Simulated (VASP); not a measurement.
# A VASP study of CoNiP (PBEsol + U): structure first, properties next, part 7 of 8

Aim: relax CoNiP, then compute properties on the relaxed cell. The start is a computed cell from the Materials Project.

VASP 6.6.1; PBEsol, DFT+U (Co d 3 eV, Ni d 5 eV), spin-polarised from a ferromagnetic start; plane waves and PAW (Co, Ni, P).

Still holding for the runs below: A U on the itinerant d states of such a compound is hard to justify; it moves the bands at the Fermi level.

So far. Step 5 (Band structure (PBEsol + U)): Of the bands kept, 3 cross the Fermi level on this path. Step 6 (Total and projected DOS (PBEsol + U)): The finer mesh and the other smearing move the Fermi level by -0.02 eV from the 5×5×7 run, a small shift, which tests the Fermi level alone. Of the states within 0.3 eV of the Fermi level, the largest shares in the PAW spheres are Co d 49 %, Ni d 28 % and P p 6 %. The relaxed cell has a = 5.664, c = 3.206 Å (conventional setting).

### Step 7. Core-level energies (PBEsol + U)

Core levels shift with the potential at each site, so they tell like atoms on unlike sites apart.

File INCAR:

```
SYSTEM = CoNiP
PREC = Accurate
ENCUT = 400
EDIFF = 1E-06
NELM = 100
ISMEAR = 0
SIGMA = 0.05
LREAL = .FALSE.
ALGO = Normal
GGA = PS
NBANDS = 55
ISPIN = 2
MAGMOM = 2 2 2 1 1 1 0 0 0
LDAU = .TRUE.
LDAUTYPE = 2
LDAUL = 2 2 -1
LDAUU = 3 5 0
LDAUJ = 0 0 0
LDAUPRINT = 1
LASPH = .TRUE.
LMAXMIX = 4
LORBIT = 11
LWAVE = .FALSE.
LCHARG = .FALSE.
KPAR = 8
ICORELEVEL = 1
```

File POSCAR:

```
CoNiP
1.0
    5.6636925259      0.0000000000      0.0000000000
   -2.8318462629      4.9049016066      0.0000000000
    0.0000000000      0.0000000000      3.2057148945
Co Ni P
3 3 3
Direct
    0.0000000000      0.7384148471      0.0000000000
    0.2615851529      0.2615851529      0.0000000000
    0.7384148471      0.0000000000      0.0000000000
    0.0000000000      0.3958656234      0.5000000000
    0.6041343766      0.6041343766      0.5000000000
    0.3958656234      0.0000000000      0.5000000000
    0.3333333300      0.6666666700      0.0000000000
    0.6666666700      0.3333333300      0.0000000000
    0.0000000000      0.0000000000      0.5000000000
```

File KPOINTS:

```
Automatic mesh
0
Gamma
5 5 7
0 0 0
```

PAW data sets: Co, Ni and P (PBE family, release 64).

Started as:

```bash
> mpirun -np 8 vasp_std
```

What it wrote:

```text
[... set-up lines as in an earlier step ...]
 entering main loop
       N       E                     dE             d eps       ncg     rms          rms(c)
DAV:   1     0.537042847180E+03    0.53704E+03   -0.24809E+04  4400   0.142E+03
DAV:   2     0.107015826314E+02   -0.52634E+03   -0.48986E+03  4400   0.337E+02
DAV:   3    -0.494484352598E+02   -0.60150E+02   -0.56745E+02  4765   0.134E+02
DAV:   4    -0.515823671141E+02   -0.21339E+01   -0.21183E+01  5057   0.259E+01
DAV:   5    -0.516379645860E+02   -0.55597E-01   -0.55569E-01  5363   0.364E+00    0.379E+01
DAV:   6    -0.547310934743E+02   -0.30931E+01   -0.43769E+01  5206   0.997E+01    0.272E+01
DAV:   7    -0.519124029046E+02    0.28187E+01   -0.33444E+01  5150   0.141E+02    0.235E+01
DAV:   8    -0.485011887472E+02    0.34112E+01   -0.10440E+01  5278   0.697E+01    0.763E+00
DAV:   9    -0.486032386887E+02   -0.10205E+00   -0.23296E+00  5675   0.192E+01    0.368E+00
DAV:  10    -0.486249529229E+02   -0.21714E-01   -0.59863E-01  5063   0.897E+00    0.180E+00
DAV:  11    -0.486340888418E+02   -0.91359E-02   -0.63347E-02  5142   0.334E+00    0.107E+00
DAV:  12    -0.486414383417E+02   -0.73495E-02   -0.17674E-02  5444   0.114E+00    0.437E-01
DAV:  13    -0.486422936056E+02   -0.85526E-03   -0.35067E-03  5094   0.480E-01    0.228E-01
DAV:  14    -0.486423710234E+02   -0.77418E-04   -0.50605E-04  5505   0.280E-01    0.856E-02
DAV:  15    -0.486424147426E+02   -0.43719E-04   -0.16344E-04  5359   0.939E-02    0.217E-02
DAV:  16    -0.486424195939E+02   -0.48513E-05   -0.32930E-05  5075   0.620E-02    0.121E-02
DAV:  17    -0.486424208547E+02   -0.12608E-05   -0.47209E-06  4281   0.188E-02    0.597E-03
DAV:  18    -0.486424213765E+02   -0.52184E-06   -0.84053E-07  2811   0.809E-03
   1 F= -.48642421E+02 E0= -.48640745E+02  d E =-.335210E-02  mag=     0.0000
```

The job ended after 39 s (8 MPI ranks of Intel Xeon Platinum 8259CL at 2.50GHz (Skylake/Cascade Lake), shared host; peak memory 2.4 GiB).

From OUTCAR (step 7):

```text
   NELECT =      72.0000    total number of electrons

atom =   1  type =  1  l = 2

 onsite density matrix

spin component  1

  0.8050 -0.0000  0.0165  0.0000  0.0563
 -0.0000  0.7664 -0.0000  0.0072 -0.0000
  0.0165 -0.0000  0.8297  0.0000  0.0095
  0.0000  0.0072  0.0000  0.7747  0.0000
  0.0563 -0.0000  0.0095  0.0000  0.7399

spin component  2

  0.8050 -0.0000  0.0165  0.0000  0.0564
 -0.0000  0.7664 -0.0000  0.0072 -0.0000
  0.0165 -0.0000  0.8297  0.0000  0.0095
  0.0000  0.0072  0.0000  0.7748  0.0000
  0.0564 -0.0000  0.0095  0.0000  0.7399

 occupancies and eigenvectors

  o =  0.7074  v =  0.0000  0.0000  0.0000  0.0000  0.0000 -0.5000 -0.0000  0.0000  0.0000  0.8660      0.0000  0.0000  0.0000  0.0000  0.0000  0.0000  0.0000  0.0000  0.0000  0.0000
  o =  0.7074  v = -0.5000  0.0000  0.0000 -0.0000  0.8660  0.0000  0.0000  0.0000  0.0000  0.0000      0.0000  0.0000  0.0000  0.0000  0.0000  0.0000  0.0000  0.0000  0.0000  0.0000
  o =  0.7622  v =  0.0000  0.8660 -0.0000 -0.5000 -0.0000  0.0000  0.0000  0.0000  0.0000  0.0000      0.0000  0.0000  0.0000  0.0000  0.0000  0.0000  0.0000  0.0000  0.0000  0.0000
  o =  0.7622  v =  0.0000  0.0000  0.0000  0.0000  0.0000 -0.0000  0.8660  0.0000 -0.5000  0.0000      0.0000  0.0000  0.0000  0.0000  0.0000  0.0000  0.0000  0.0000  0.0000  0.0000
  o =  0.7789  v =  0.0000  0.5000 -0.0000  0.8660 -0.0000  0.0000  0.0000  0.0000  0.0000  0.0000      0.0000  0.0000  0.0000  0.0000  0.0000  0.0000  0.0000  0.0000  0.0000  0.0000
  o =  0.7789  v =  0.0000  0.0000  0.0000  0.0000  0.0000 -0.0000  0.5000  0.0000  0.8660  0.0000      0.0000  0.0000  0.0000  0.0000  0.0000  0.0000  0.0000  0.0000  0.0000  0.0000
  o =  0.8141  v =  0.5476 -0.0000 -0.7747 -0.0000  0.3162  0.0000  0.0000  0.0000  0.0000  0.0000      0.0000  0.0000  0.0000  0.0000  0.0000  0.0000  0.0000  0.0000  0.0000  0.0000
  o =  0.8141  v =  0.0000  0.0000  0.0000  0.0000  0.0000  0.5475  0.0000 -0.7748  0.0000  0.3161      0.0000  0.0000  0.0000  0.0000  0.0000  0.0000  0.0000  0.0000  0.0000  0.0000
  o =  0.8531  v =  0.6709 -0.0000  0.6323 -0.0000  0.3874  0.0000  0.0000  0.0000  0.0000  0.0000      0.0000  0.0000  0.0000  0.0000  0.0000  0.0000  0.0000  0.0000  0.0000  0.0000
  o =  0.8531  v =  0.0000  0.0000  0.0000  0.0000  0.0000  0.6710  0.0000  0.6322  0.0000  0.3874      0.0000  0.0000  0.0000  0.0000  0.0000  0.0000  0.0000  0.0000  0.0000  0.0000

atom =   2  type =  1  l = 2

 onsite density matrix

spin component  1

  0.8050 -0.0000 -0.0165 -0.0000 -0.0563
 -0.0000  0.7664  0.0000 -0.0072 -0.0000
 -0.0165  0.0000  0.8297  0.0000  0.0095
 -0.0000 -0.0072  0.0000  0.7747 -0.0000
 -0.0563 -0.0000  0.0095 -0.0000  0.7399

spin component  2

  0.8050 -0.0000 -0.0165 -0.0000 -0.0564
 -0.0000  0.7664  0.0000 -0.0072 -0.0000
 -0.0165  0.0000  0.8297  0.0000  0.0095
 -0.0000 -0.0072  0.0000  0.7748 -0.0000
 -0.0564 -0.0000  0.0095 -0.0000  0.7399

 occupancies and eigenvectors

  o =  0.7074  v =  0.0000  0.0000  0.0000  0.0000  0.0000 -0.5000  0.0000 -0.0000  0.0000 -0.8660      0.0000  0.0000  0.0000  0.0000  0.0000  0.0000  0.0000  0.0000  0.0000  0.0000
  o =  0.7074  v = -0.5000  0.0000 -0.0000  0.0000 -0.8660  0.0000  0.0000  0.0000  0.0000  0.0000      0.0000  0.0000  0.0000  0.0000  0.0000  0.0000  0.0000  0.0000  0.0000  0.0000
  o =  0.7622  v = -0.0000 -0.8660 -0.0000 -0.5000 -0.0000  0.0000  0.0000  0.0000  0.0000  0.0000      0.0000  0.0000  0.0000  0.0000  0.0000  0.0000  0.0000  0.0000  0.0000  0.0000
  o =  0.7622  v =  0.0000  0.0000  0.0000  0.0000  0.0000 -0.0000 -0.8660 -0.0000 -0.5000 -0.0000      0.0000  0.0000  0.0000  0.0000  0.0000  0.0000  0.0000  0.0000  0.0000  0.0000
  o =  0.7789  v = -0.0000 -0.5000 -0.0000  0.8660 -0.0000  0.0000  0.0000  0.0000  0.0000  0.0000      0.0000  0.0000  0.0000  0.0000  0.0000  0.0000  0.0000  0.0000  0.0000  0.0000
[...]
o =  0.8950  v =  0.0000  0.0000  0.0000  0.0000  0.0000  0.0000  0.0000  0.2255 -0.0000 -0.9743      0.0000  0.0000  0.0000  0.0000  0.0000  0.0000  0.0000  0.0000  0.0000  0.0000
  o =  0.9094  v = -1.0000  0.0000 -0.0000  0.0000 -0.0000  0.0000  0.0000  0.0000  0.0000  0.0000      0.0000  0.0000  0.0000  0.0000  0.0000  0.0000  0.0000  0.0000  0.0000  0.0000
  o =  0.9094  v =  0.0000  0.0000  0.0000  0.0000  0.0000 -1.0000  0.0000 -0.0000  0.0000 -0.0000      0.0000  0.0000  0.0000  0.0000  0.0000  0.0000  0.0000  0.0000  0.0000  0.0000
  o =  0.9468  v =  0.0000  0.0000 -0.9743  0.0000 -0.2254  0.0000  0.0000  0.0000  0.0000  0.0000      0.0000  0.0000  0.0000  0.0000  0.0000  0.0000  0.0000  0.0000  0.0000  0.0000
  o =  0.9468  v =  0.0000  0.0000  0.0000  0.0000  0.0000  0.0000 -0.0000 -0.9743  0.0000 -0.2255      0.0000  0.0000  0.0000  0.0000  0.0000  0.0000  0.0000  0.0000  0.0000  0.0000

 the core state eigenenergies are
   1-  1s  -7572.7629  2s   -879.1236  2p   -750.0697  3s    -82.1982  3p    -45.5359

   2-  1s  -7572.7629  2s   -879.1236  2p   -750.0697  3s    -82.1982  3p    -45.5359

   3-  1s  -7572.7629  2s   -879.1236  2p   -750.0697  3s    -82.1982  3p    -45.5359

   4-  1s  -8190.9051  2s   -960.8971  2p   -823.7678  3s    -89.9802  3p    -50.4135

   5-  1s  -8190.9051  2s   -960.8971  2p   -823.7678  3s    -89.9802  3p    -50.4135

   6-  1s  -8190.9051  2s   -960.8971  2p   -823.7678  3s    -89.9802  3p    -50.4135

   7-  1s  -2067.2938  2s   -157.2029  2p   -107.6952
   8-  1s  -2067.2938  2s   -157.2029  2p   -107.6952
   9-  1s  -2067.1605  2s   -157.1141  2p   -107.6020

 E-fermi :  11.8813

 k-point     5 :       0.4000    0.2000    0.0000
  band No.  band energies     occupation
    ...
     32      10.9481      1.00000
     33      11.2428      1.00000
     34      11.2488      1.00000
     35      11.3343      1.00000
     36      11.3465      1.00000
     37      13.3206      0.00000
     38      13.9884      0.00000
     39      14.0298      0.00000
     40      14.1318      0.00000
     41      14.4149      0.00000
    ...

 k-point     6 :       0.0000    0.0000    0.1429
  band No.  band energies     occupation
    ...
     33      11.1904      1.00000
     34      11.2672      1.00000
     35      11.2672      1.00000
     36      11.2973      1.00000
     37      11.3162      1.00000
     38      11.8826      0.48565
     39      14.7656      0.00000
     40      15.2352      0.00000
     41      15.8068      0.00000
     42      15.8068      0.00000
    ...

  Total        0.1508460      0.1508460      0.0530859      0.0000000      0.0000000     -0.0000000
  in kB        2.7138726      2.7138726      0.9550702      0.0000000      0.0000000     -0.0000000
  external PRESSURE =       2.1276052 kB  Pullay stress =       0.0000000 kB

 POSITION                                       TOTAL-FORCE (eV/Angst)
 -----------------------------------------------------------------------------------
     -2.09108      3.62185      0.00000         0.001583     -0.002743      0.000000
      0.74077      1.28305      0.00000         0.001583      0.002743      0.000000
      4.18215      0.00000      0.00000        -0.003167     -0.000000      0.000000
     -1.12103      1.94168      1.60286        -0.000212      0.000368      0.000000
      1.71082      2.96322      1.60286        -0.000212     -0.000368     -0.000000
      2.24206      0.00000      1.60286         0.000425     -0.000000     -0.000000
     -0.00000      3.26993      0.00000        -0.000000     -0.000000      0.000000
      2.83185      1.63497      0.00000        -0.000000     -0.000000      0.000000
      0.00000      0.00000      1.60286        -0.000000      0.000000      0.000000
 -----------------------------------------------------------------------------------
    total drift:                               -0.000006     -0.000010      0.000000

  FREE ENERGIE OF THE ION-ELECTRON SYSTEM (eV)
  ---------------------------------------------------
  free  energy   TOTEN  =       -48.6424213765 eV

  energy  without entropy=      -48.6390692799  energy(sigma->0) =      -48.64074533

 magnetization (x)
# of ion       s       p       d       tot
------------------------------------------
    1        0.000   0.000  -0.000  -0.000
    2        0.000   0.000  -0.000  -0.000
    3        0.000   0.000  -0.000  -0.000
    4        0.000   0.000  -0.000  -0.000
    5        0.000   0.000  -0.000  -0.000
    6        0.000   0.000  -0.000  -0.000
    7        0.000   0.000   0.000   0.000
    8        0.000   0.000   0.000   0.000
    9       -0.000  -0.000   0.000  -0.000
--------------------------------------------------
tot          0.000   0.000  -0.000  -0.000

[... 16 parts as in an earlier step ...]

[... 5 further parts left out ...]
```

These are scalar-relativistic Kohn-Sham levels of the ground state, with no core hole, so they are not binding energies.

Numbers from this step:

```
SCF cycles           : 18
bands                : 55
irreducible k-points : 20
free energy (TOTEN)  : -48.64 eV
Fermi energy         : 11.88 eV
pressure             : 0.2128 GPa
```

Kohn-Sham core levels. Core levels, by row:

```tsv
atom	shell	level below the Fermi level (eV)
Co1	1s	7585
Co1	2s	891
Co1	2p	762
Co1	3s	94.08
Co1	3p	57.42
Co2	1s	7585
Co2	2s	891
Co2	2p	762
Co2	3s	94.08
Co2	3p	57.42
Co3	1s	7585
Co3	2s	891
Co3	2p	762
Co3	3s	94.08
Co3	3p	57.42
Ni4	1s	8203
Ni4	2s	972.8
Ni4	2p	835.6
Ni4	3s	101.9
Ni4	3p	62.29
Ni5	1s	8203
Ni5	2s	972.8
Ni5	2p	835.6
Ni5	3s	101.9
Ni5	3p	62.29
Ni6	1s	8203
Ni6	2s	972.8
Ni6	2p	835.6
Ni6	3s	101.9
Ni6	3p	62.29
P7	1s	2079
P7	2s	169.1
P7	2p	119.6
P8	1s	2079
P8	2s	169.1
P8	2p	119.6
P9	1s	2079
P9	2s	169
P9	2p	119.5
```

The P 1s level differs by about 0.1 eV between unlike sites.

[end of part 7 of 8]

[Lines on the potential files, build, host, timing and source positions are cut from VASP's logs without a mark.]

[Logs are printed without paths, hosts, clocks, repeated set-up lines and the standing remarks that a program may print on its own settings, such as how far it seeks lower states.]

[Hosts, paths, dates, database ids (printed as entryN), source tags and the programs' standing remarks are cut or masked in the printed files.]

[A measured line is paired with the nearest computed mode of its activity, which favours agreement.]
